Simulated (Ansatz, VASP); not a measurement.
# PdRh (Pd-Rh stack, (111) layers) in two plane-wave programs

Aim: how closely do two programs agree when they are given the same cell, functional and k mesh? The cell is taken from a series of runs on this material, whose earlier steps may have relaxed, scaled, displaced or heated it; both programs get it as it stands.

Method: plane waves, with VASP 6.6.1 beside it; PBEsol, in Ansatz 0.2.0.

## (1) Starting point

The cell holds 2 atoms: 1 Pd and 1 Rh. Its edges and angles: a = 2.615 Å, b = 2.615 Å, c = 28.188 Å, α = 90.0°, β = 90.0°, γ = 120.0°. It derives from PdRh. Vacuum lies along c.

## (2) Ansatz: zone-centre phonons, PBEsol

Ansatz runs on its PAW soft_1 files.

Second derivatives magnify differences that forces hide, and they need a tight electronic threshold.

The input, input.yaml:

```yaml
crystal:
  lattice:
    - [2.6145336422, -2.8089e-06, 0.0]
    - [-1.3072643886, 2.2642539576, 0.0]
    - [0.0, 0.0, 28.1878614963]
  atoms:
    - { symbol: Pd, position: [0.0, 0.0, 0.1939216519] }
    - { symbol: Rh, position: [0.3333333333, 0.6666666667, 0.2741496844] }
  periodic: [true, true, false]
kpoints:
  mp_grid: { grid: [8, 8, 1] }
hamiltonian:
  xc: pbesol
  pseudopotentials: { kind: paw, azcp: { folder: soft_1 }, xc_functional: pbe }
scf:
  occupations: { method: methfessel_paxton, width: 0.2 }
output:
  eigenvalues: true
phonons:
  method: dfpt
  qmesh: [2, 2, 1]
  temperatures: { t_max: 1000, t_step: 50 }
  qpath:
    path:
      - [0.0, 0.0, 0.0]
      - [0.5, 0.0, 0.0]
      - [0.33333333, 0.33333333, 0.0]
      - [0.0, 0.0, 0.0]
    npoints: 10
```

Run with:

```
ansatz run input.yaml --threads 4 --pin off --max-ram 12288MiB --backend cpu --events-out ev --progress --plain --runs-dir out
```

Numbers of over 12 decimals in the logs are rounded to 6 here.

Output:

```text
Engine: ansatz 0.2.0, aarch64-unknown-linux-gnu
Pseudopotentials: kind: paw
Pseudopotential: Pd, paw, valence charge 18, recommended cutoff 420 eV (normal), soft_1/Pd.paw.azcp
Pseudopotential: Rh, paw, valence charge 17, recommended cutoff 420 eV (normal), soft_1/Rh.paw.azcp
Functional definition: PBEsol
  exchange = pbesol_x
  correlation = pbesol_c
Crystal: 2 atoms, lattice volume = 166.871 Å³
Basis set: ecut = 420 eV, 3329 PW (Γ), exchange–correlation on 36×36×384 points (8 copies of the dense FFT grid, shifted against one another)
Bands: 22, of which v1, the nominal top of the filled ones, is band 18 counted from 1 (17 counted from 0)
Symmetry: 6 space group operations
k-points: 10 of 64 (time reversal used)
Non-local potential: Pd, projectors of the file, l = 0: 2, l = 1: 2, l = 2: 2, l = 3: 1
Non-local potential: Rh, projectors of the file, l = 0: 3, l = 1: 2, l = 2: 2, l = 3: 1
PAW form: soft (Blöchl's): semilocal exchange-correlation on the pseudo side does not see the compensation charge
PAW frozen core: Pd, regenerated for the run's functional, and the local potential with it (the file was generated under x = pbe(κ = 0.804, μ = 0.219515), c = pbe(β = 0.066725))
PAW frozen core: Rh, regenerated for the run's functional, and the local potential with it (the file was generated under x = pbe(κ = 0.804, μ = 0.219515), c = pbe(β = 0.066725))
PAW one-centre angular grid: Pd, 590 points (default); XC on 64 Gauss nodes
PAW one-centre angular grid: Rh, 590 points (default); XC on 64 Gauss nodes
Initial density: superposition of atomic densities (neutral atoms: chi_scale 0, normalization atom)
Initial wavefunctions: pseudopotential atomic-orbital guess
Functional: x = pbesol(κ = 0.804, μ = 0.123457), c = pbesol(β = 0.046)
SCF iter   1: F=—  HF=-13248.238315 eV  |F-HF|=—  |Δ(HF+E_count)|=         —  Δρ=1.17e-1  dr2=1.06e2  ethr=3.10e-3  ⟨swp⟩=12.0  Hψ=1710  notcnv=0
preconditioner: auto → LDOS  [metal: Δε(μ)=0.059 eV  Ē_g=7.066 eV  σ=0.200 eV  W_gap=0.24  n_scr=18 (ndim 8)  ℏωp=12.5 eV  f_vac=0.774  D(μ)=4.37/eV (n_scr^D=18)  β→1.0]
SCF iter   2: F=—  HF=-13244.987327 eV  |F-HF|=—  |Δ(HF+E_count)|=    3.25e0  S|Δr|=    0.00e0  Δρ=5.73e-2  dr2=5.46e0  ethr=3.10e-3  ⟨swp⟩=4.4  Hψ=739  notcnv=0  defer=1
SCF iter   3: F=—  HF=-13243.982215 eV  |F-HF|=—  |Δ(HF+E_count)|=    1.01e0  S|Δr|=    0.00e0  Δρ=2.01e-2  dr2=1.05e0  ethr=3.10e-3  ⟨swp⟩=4.5  Hψ=766  notcnv=0  defer=1
SCF iter   4: F=—  HF=-13243.794394 eV  |F-HF|=—  |Δ(HF+E_count)|=   1.88e-1  S|Δr|=    0.00e0  Δρ=7.58e-3  dr2=1.28e-1  ethr=3.00e-3  ⟨swp⟩=3.1  Hψ=520  notcnv=0  defer=1
SCF iter   5: F=—  HF=-13243.797774 eV  |F-HF|=—  |Δ(HF+E_count)|=   3.38e-3  S|Δr|=    0.00e0  Δρ=2.22e-3  dr2=3.48e-3  ethr=3.67e-4  ⟨swp⟩=2.7  Hψ=500  notcnv=0  defer=1
SCF iter   6: F=—  HF=-13243.800183 eV  |F-HF|=—  |Δ(HF+E_count)|=   2.41e-3  S|Δr|=    0.00e0  Δρ=5.61e-4  dr2=2.51e-3  ethr=9.93e-6  ⟨swp⟩=4.6  Hψ=615  notcnv=0  defer=1
SCF iter   7: F=—  HF=-13243.800316 eV  |F-HF|=—  |Δ(HF+E_count)|=   1.33e-4  S|Δr|=    0.00e0  Δρ=3.26e-4  dr2=4.59e-4  ethr=7.17e-6  ⟨swp⟩=1.6  Hψ=257  notcnv=0  defer=1
SCF iter   8: F=—  HF=-13243.800306 eV  |F-HF|=—  |Δ(HF+E_count)|=   9.76e-6  S|Δr|=    0.00e0  Δρ=1.22e-4  dr2=1.12e-4  ethr=1.31e-6  ⟨swp⟩=2.4  Hψ=337  notcnv=0  defer=1
SCF iter   9: F=—  HF=-13243.800300 eV  |F-HF|=—  |Δ(HF+E_count)|=   6.23e-6  S|Δr|=    0.00e0  Δρ=2.57e-5  dr2=2.93e-6  ethr=3.20e-7  ⟨swp⟩=2.9  Hψ=373  notcnv=0  defer=1
SCF iter  10: F=—  HF=-13243.800300 eV  |F-HF|=—  |Δ(HF+E_count)|=   1.66e-7  S|Δr|=    0.00e0  Δρ=1.32e-5  dr2=2.54e-7  ethr=8.37e-9  ⟨swp⟩=3.5  Hψ=487  notcnv=0  defer=1
SCF iter  11: F=—  HF=-13243.800300 eV  |F-HF|=—  |Δ(HF+E_count)|=   3.21e-7  S|Δr|=    0.00e0  Δρ=8.98e-6  dr2=2.91e-7  ethr=7.25e-10  ⟨swp⟩=3.9  Hψ=546  notcnv=0  defer=1
SCF iter  12: F=—  HF=-13243.800300 eV  |F-HF|=—  |Δ(HF+E_count)|=   3.25e-8  S|Δr|=    0.00e0  Δρ=5.10e-6  dr2=3.96e-8  ethr=7.25e-10  ⟨swp⟩=2.5  Hψ=383  notcnv=0  defer=1
SCF iter  13: F=—  HF=-13243.800300 eV  |F-HF|=—  |Δ(HF+E_count)|=   1.09e-8  S|Δr|=    0.00e0  Δρ=1.76e-6  dr2=7.76e-9  ethr=1.13e-10  ⟨swp⟩=4.3  Hψ=598  notcnv=0  defer=1
SCF iter  14: F=—  HF=-13243.800300 eV  |F-HF|=—  |Δ(HF+E_count)|=   1.10e-8  S|Δr|=    0.00e0  Δρ=5.18e-7  dr2=6.44e-10  ethr=2.22e-11  ⟨swp⟩=2.8  Hψ=375  notcnv=0  defer=1
SCF iter  15: F=—  HF=-13243.800300 eV  |F-HF|=—  |Δ(HF+E_count)|=   2.14e-9  S|Δr|=    0.00e0  Δρ=1.10e-7  dr2=5.65e-11  ethr=1.84e-12  ⟨swp⟩=3.4  Hψ=456  notcnv=0  defer=1
SCF iter  16: F=—  HF=-13243.800300 eV  |F-HF|=—  |Δ(HF+E_count)|=   1.07e-9  S|Δr|=    0.00e0  Δρ=6.88e-8  dr2=2.52e-11  ethr=1.00e-12  ⟨swp⟩=18.6  Hψ=1941  notcnv=0
SCF iter  17: F=-13243.800300 eV  HF=-13243.800300 eV  |F-HF|=3.82e-11  |Δ(HF+E_count)|=  1.76e-10  S|Δr|=    0.00e0  Δρ=1.97e-8  dr2=4.46e-13  ethr=1.00e-12  ⟨swp⟩=8.7  Hψ=1406  notcnv=0
SCF 1 converged in 17 iterations: F = -13243.800300 eV  dr2 = 4.46e-13
  greatest PAW one-centre occupation: 0.999 electrons in one spin orbital (limit 2), on the Rh atom at site 1 (counted from 0), in its partial waves of l = 0
phonons: the bands overlap, so this run is a metal and interpolates without the dipole-dipole term. If the crystal is really an insulator or semiconductor, its LO-TO splitting is missing
NSCF: frozen V_eff on 10 k-points
WARN: eigensolver did not converge (k=0): 1 band(s) unlocked after 2 eigensolves, warm-restarted (20 sweeps on the last) at ethr=1.33e-12 eV (storage-precision floor; scheduled 1.00e-12 eV) (lowest unlocked band 21, counted from 0; max residual 1.88e-4 eV among the unlocked bands, 1.88e-4 eV over every band; other slots of this pass that fall short are told together in one closing line; warning suppressed until the next SCF loop or pass starts)
WARN: eigensolver did not converge in 7 slots of this pass, the one above among them; of largest residual over every band (k=1): 1 band(s) unlocked (lowest unlocked band 21, counted from 0; max residual 1.58e-3 eV among the unlocked bands, 1.58e-3 eV over every band); of lowest unlocked band (k=0): band 21
NSCF: frozen V_eff on 34 k-points
DFPT response loops at q = (0, 0, 0) (fractional): preconditioner auto → none (partly filled bands, converged f_vac=0.776); β = 0.50; Broyden in place of MSR1
NSCF: frozen V_eff on 68 k-points
DFPT response loops at q = (0, -0.5, 0) (fractional): mixed as the last ones told, above
SCF converged after 17 iterations
Stability not checked: this state was not tested for a lower state beside it, because cold or Methfessel-Paxton smearing, or corrected tetrahedra, fill the levels in a way that the test cannot read (fill_not_monotonic; see scf.lower_state_search)
Free energy (F): -13243.800300 eV
Harris-Foulkes:  -13243.800300 eV  (|F-HF|=3.82e-11)
Internal energy: -13243.791722 eV  (E = F + TS)
E sigma→0 (E₀):  -13243.798156 eV
Entropy (-TS):   -0.008578 eV (-4.289 meV/atom)
Fermi energy:    -5.257292 eV
--- Per-component energies (eV) ---
  E_band       = -1137.135618
  E_kinetic    = 985.958147
  E_local      = -109445.443553  (includes V_loc(G=0)·N_el)
  E_nonlocal   = 674.787474
  E_hartree    = 53895.210622
  E_xc         = -336.826375
  E_vxc        = -425.383310  (∫ρ·V_xc dr)
  E_paw        = -7286.209275  (= ΣΔE_a)
  E_vpaw       = -717.475823  (= ΣTr[D̂ρ^β])
  E_aug_tail   = 0.000305  (compensation charges beyond the density's cutoff)
  E_ewald      = 48268.152209
  E_core_change = 0.578726  (= ΣΔE_core)
  E_smearing   = -0.008578  (= −TS)
  E_closure    = 0.000000  (closes the sum)
  Σ components = -13243.800300   (vs F -13243.800300, Δ=0.00e0)
--- Band table (eV; the first three rows and the last of 10) ---
  k-point 0: bands = [... 14 lower, -7.7633, -6.3500, -6.1338, -6.1338, -4.9967, -4.9967, -4.3185, -0.2173]
  k-point 1: bands = [... 14 lower, -7.3523, -7.1119, -6.2916, -6.2473, -5.1990, -5.0364, -2.7226, 0.2321]
  k-point 2: bands = [... 14 lower, -6.9703, -6.7532, -6.6901, -5.9093, -5.1425, -4.1058, -0.6263, 1.5451]
  k-point 9: bands = [... 14 lower, -7.2676, -6.3478, -5.7317, -5.2712, 1.1911, 1.9588, 3.7756, 4.0873]
--- Phonons (Γ-DFPT): 4 representative perturbations + reference (Σ response iterations 25) ---
  ASR residual: 2.828e-5 → 0.000e0 eV/Å²; symmetrization residual: 5.004e-5 eV/Å²
  ASR residual per site (eV/Å²): 1.42e-5 2.83e-5
  Γ frequencies (cm⁻¹): 0.00 0.00 0.00 75.38 75.38 186.92
--- Phonons (arbitrary-q DFPT): 2 irreducible q on the 2×2×1 mesh ---
  q = [0.0000, 0.0000, 0.0000] (star 1, of the zone-centre solve; hermiticity 1.49e-5, symmetrization 3.28e-6): -0.00 -0.00 0.00 75.38 75.38 186.92
  q = [0.0000, -0.5000, 0.0000] (star 3, 6 solved perturbations in 178 linear systems a pass and spin channel, the states on 34 of 64 k-point pairs; hermiticity 3.32e-6, symmetrization 3.55e-7): 64.98 120.51 149.64 182.69 226.99 268.03
  sum rule: each row above includes the acoustic sum rule's correction from the zone centre's row sums; it moved no ω² by more than (0.27 cm⁻¹)²
  mesh force constants: q→R imaginary residual 9.92e-18; ASR residual 2.828e-5 → 0.000e0 eV/Å²; symmetrization residual 1.243e-14 eV/Å²
  interpolated dispersion: 31 rows × 6 modes
  density of states and harmonic sums: on the 28×28×1 q-mesh, interpolated from the force constants of a 2×2×1 supercell (no non-analytic term)
  largest difference from the sums on the solved wave vectors: F 1.19e-1 eV, S 1.70e-4 and C_V 5.11e-5 eV/K
  zero-point energy: 0.055350 eV/cell   skipped modes (ω ≤ 0): 17, of them read as no rigid motion or as one in doubt: 14 (1.531e-1 modes/cell left out, lowest -16.99 cm⁻¹)   left out of the sums: 2.61e-2 of the cell's modes: C_V's classical limit lies that fraction below 3 k_B per atom; for a crystal, a wire or a layer, F and S can be off by more, and a phonons.interpolated_qmesh denser along its periods is the remedy for the sampling
```

In the SCF lines HF is the Harris–Foulkes energy and dr2 the Hartree energy of the density residual, in eV; the loop may stop once dr2 is under the threshold and the program's other checks hold. Hψ counts applications of the Hamiltonian.

[end of part 1 of 2]

[Lines on the potential files, build, host, timing and source positions are cut from VASP's logs without a mark.]

[Logs are printed without paths, hosts, clocks, repeated set-up lines and the standing remarks that a program may print on its own settings, such as how far it seeks lower states.]

[Hosts, paths, dates, database ids (printed as entryN), source tags and the programs' standing remarks are cut or masked in the printed files.]
